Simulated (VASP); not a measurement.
Input:

```
LaB6
1.0
    4.06459     0.00000     0.00000
    0.00000     4.06459     0.00000
    0.00000     0.00000     4.06459
La B
1 6
Direct
  0.00000   0.00000   0.00000
  0.80046   0.50000   0.50000
  0.50000   0.19954   0.50000
  0.50000   0.80046   0.50000
  0.19954   0.50000   0.50000
  0.50000   0.50000   0.80046
  0.50000   0.50000   0.19954
```

Method: LDA (Ceperley-Alder, Perdew-Zunger), VASP's LDA PAW potentials (set 64) (plane waves; VASP). Run with 620 eV cut-off, 8×8×8 Γ-centred mesh, first-order Methfessel-Paxton smearing of 0.10 eV, potentials La B.

Energy and stress use the plane-wave basis of the starting cell.

Task: The ions, cell shape and volume at an external pressure of 10.0 GPa are relaxed. Which structure does the run end with?

Result: 
```
LaB6
1.0
    4.03338     0.00000     0.00000
    0.00000     4.03338     0.00000
    0.00000     0.00000     4.03338
La B
1 6
Direct
  0.00000   0.00000   0.00000
  0.80074   0.50000   0.50000
  0.50000   0.19926   0.50000
  0.50000   0.80074   0.50000
  0.19926   0.50000   0.50000
  0.50000   0.50000   0.80074
  0.50000   0.50000   0.19926
```
Space group Pm-3m (221), at a tolerance of 0.03 Å.

Task: How do energy and volume change from the first to the last step?

Result: The energy (σ→0) changes by +10.2 meV/atom and the volume by -2.3 %, in 5 ionic steps.

```csv
step,E(σ→0) (eV),max force (eV/Å),pressure (GPa),volume (Å³)
1,-54.3750,0.001,4.97,67.15
2,-54.1983,0.173,14.97,64.27
3,-54.3046,0.089,9.97,65.64
4,-54.2991,0.210,10.00,65.57
5,-54.3037,0.000,9.98,65.62
```

The compound is LaB6 in the cab6 structure. This run relaxes it under an external pressure of 10 GPa. Symmetry was kept, so distortions that lower it aren't found. The electron count is odd and the run is not spin-polarised, which forces a metal.
